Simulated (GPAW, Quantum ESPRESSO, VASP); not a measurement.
One structure in several programs: InSe (C2/m, 4 atoms in the cell)

Self-consistent single point.

```
InSe
1.0
    5.82639    -2.05465     0.00000
    5.82639     2.05465     0.00000
   -1.72323     0.00000     4.77135
In Se
2 2
Direct
  0.11180   0.11180   0.95316
  0.88820   0.88820   0.04684
  0.33907   0.33907   0.33104
  0.66093   0.66093   0.66896
```

All programs got the same cell, k-point mesh and kind of occupations (in GPAW's words: kpts = 5 5 4; mesh shift (steps) = 0 0 0; occupations.name = fermi-dirac; occupations.width = 0 eV); potentials, basis and cutoffs are each program's usual ones.

| code | model | pressure (GPa) | largest force (eV/Å) | gap on the mesh (eV) | cutoff |
|---|---|---|---|---|---|
| GPAW | PBEsol, GPAW PAW datasets PBEsol (made by gpaw-setup) | -1.48 | 0.029 | 1.052 | 550 eV |
| VASP | PBEsol, VASP's PBE PAW potentials (set 64) | -1.31 | 0.079 | 1.042 | 300 eV |
| Quantum ESPRESSO | PBEsol, GBRV 1.5 ultrasoft (PBESOL) pseudopotentials | -1.74 | 0.057 | 1.041 | 40 Ry |

Size of the force on each atom (eV/Å): Sizes of forces hide their directions.

```
code                In1    In2    Se3    Se4
----------------  -----  -----  -----  -----
GPAW              0.020  0.020  0.029  0.029
VASP              0.018  0.018  0.079  0.079
Quantum ESPRESSO  0.028  0.028  0.057  0.057
```

Gaps are read on the mesh.

The spread over the programs that give each value: pressure within 0.43 GPa; largest force within 0.050 eV/Å; gap on the mesh within 0.011 eV.

The starting cell comes from a database of computed structures (which also holds hypothetical and non-ambient phases and stackings), without a prior relaxation at this level.

Why do the programs differ, and what cannot be compared?

Differences of this kind can come from the potentials, where these differ, and from what each basis and cutoff leave unconverged. The zero of total energies and Fermi levels follows the potentials and each program's conventions, so they are not compared here.

VASP's run is marked for a possible Pulay error in its stress at this cutoff; no cutoff test was made.

VASP ran the fixed occupations as a Gaussian smearing of 0.01 eV.

Left out of this page: Ansatz, ABINIT, CP2K, Elk, FLEUR and SIESTA (not drawn, or without a comparable value).

Keys are those of Ansatz 0.2.
